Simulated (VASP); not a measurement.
Here is the system:

```
CELL_PARAMETERS angstrom
      0.00000     2.82900     2.82900
      2.82900     0.00000     2.82900
      2.82900     2.82900     0.00000
ATOMIC_POSITIONS crystal
  Ge 0.00000 0.00000 0.00000
  Ge 0.25000 0.25000 0.25000
```

The numbers are results of PBE GGA, VASP's PBE PAW potentials (set 64) (plane waves; VASP), not measurements. Run with 300 eV cut-off, 5×5×5 Γ-centred mesh, Fermi-Dirac smearing of 0.020 eV, potentials Ge_d.

At this cut-off the stress carries a Pulay error, which pulls relaxed volumes low.

Q: Predict the energy per atom (σ→0), pressure, band gap (on the k-mesh) with the smallest direct gap where there is one.

A: 
```yaml
band gap (on the k-mesh): 0.03 eV
smallest direct gap (on the k-mesh): 0.03 eV
energy per atom (σ→0): -4.452 eV/atom
pressure: 2.25 GPa
```

The structure is a typed Ge crystal (Fd-3m). The cell was not relaxed at this level.
